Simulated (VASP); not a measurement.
Level of theory: PBEsol GGA, VASP's PBE PAW potentials (set 64) (plane waves; VASP 6.6.1).

A VASP calculation is set up with these files.

### POSCAR
```
Tb
1
    3.1722475907     0.0000000000     0.0000000000
    0.0000000000     3.1722475907     0.0000000000
    0.0000000000     0.0000000000     3.1722475907
Tb
1
Direct
  0.0000000000   0.0000000000   0.0000000000
```

**INCAR**
```
# general
SYSTEM =Tb
PREC   =Accurate
ENCUT  =400   # plane-wave cut-off (eV)
LREAL  =.FALSE.
LASPH  =.TRUE.   # aspherical one-centre terms

# electronic loop
EDIFF  =1E-6   # SCF stop (eV)
NELM   =100   # most electronic steps
ALGO   =Normal
LMAXMIX=6   # l cut-off of mixed one-centre charges

# smearing
ISMEAR =1
SIGMA  =0.1   # width (eV)

# functional
GGA    =PS

# ions
IBRION =2   # conjugate gradients
NSW    =60   # most ionic steps
ISIF   =3
EDIFFG =-0.01

# output
LWAVE  =.FALSE.
LCHARG =.FALSE.
```

KPOINTS:
```
kpoints
0
G
10 10 10
0 0 0
```

POTCAR, in this order: Tb_3 (PBE.64 set). Program: vasp_std.

The resulting files:

OSZICAR:
```
       N       E                     dE             d eps       ncg     rms          rms(c)
DAV:   1     0.338032592507E+01    0.33803E+01   -0.39373E+03   904   0.743E+02
DAV:   2    -0.409534370261E+01   -0.74757E+01   -0.71301E+01  1376   0.811E+01
DAV:   3    -0.421863059537E+01   -0.12329E+00   -0.11993E+00  1096   0.726E+00
DAV:   4    -0.421926159102E+01   -0.63100E-03   -0.63022E-03  1456   0.468E-01
DAV:   5    -0.421927157918E+01   -0.99882E-05   -0.99894E-05  1136   0.177E-02    0.132E+01
DAV:   6    -0.422559415747E+01   -0.63226E-02   -0.10621E-02  1032   0.829E-01    0.787E+00
DAV:   7    -0.423331394701E+01   -0.77198E-02   -0.14765E-02  1080   0.100E+00    0.126E-01
DAV:   8    -0.423302528533E+01    0.28866E-03   -0.14518E-03  1048   0.281E-01    0.455E-02
DAV:   9    -0.423302526904E+01    0.16288E-07   -0.19365E-05  1352   0.475E-02    0.986E-03
DAV:  10    -0.423302379149E+01    0.14776E-05   -0.24632E-06  1096   0.124E-02    0.426E-03
DAV:  11    -0.423302376801E+01    0.23482E-07   -0.19454E-07   688   0.351E-03
   1 F= -.42330238E+01 E0= -.42324376E+01  d E =-.423302E+01
```

OUTCAR:
```
------------------------ aborting loop because EDIFF is reached ----------------------------------------
  FORCE on cell =-STRESS in cart. coord.  units (eV):
  Direction    XX          YY          ZZ          XY          YZ          ZX
  --------------------------------------------------------------------------------------
  Total        0.0026908      0.0026908      0.0026908     -0.0000000      0.0000000     -0.0000000
  in kB        0.1350504      0.1350504      0.1350504     -0.0000000      0.0000000     -0.0000000
  external PRESSURE =       0.1350504 kB  Pullay stress =       0.0000000 kB
  volume of cell :       31.92
      direct lattice vectors                 reciprocal lattice vectors
     3.172247591  0.000000000  0.000000000     0.315233906  0.000000000  0.000000000
     0.000000000  3.172247591  0.000000000     0.000000000  0.315233906  0.000000000
     0.000000000  0.000000000  3.172247591     0.000000000  0.000000000  0.315233906
 POSITION                                       TOTAL-FORCE (eV/Angst)
 -----------------------------------------------------------------------------------
      0.00000      0.00000      0.00000         0.000000      0.000000      0.000000
 -----------------------------------------------------------------------------------
    total drift:                               -0.000000     -0.000000      0.000000
  FREE ENERGIE OF THE ION-ELECTRON SYSTEM (eV)
  ---------------------------------------------------
  free  energy   TOTEN  =        -4.2330237680 eV

  energy  without entropy=       -4.2312653400  energy(sigma->0) =       -4.23243763

 reached required accuracy - stopping structural energy minimisation
```
(Selected blocks of OUTCAR.)

The 4f electrons are frozen in the core of the lanthanide potential, so 4f levels, which can set the real gap, and their magnetism are missing.

The structure was generated: Tb was put into the simple-cubic type (Pm-3m), which need not be its known phase. It was relaxed first, which changed the volume by -11 %. The start is the result of an earlier pass.
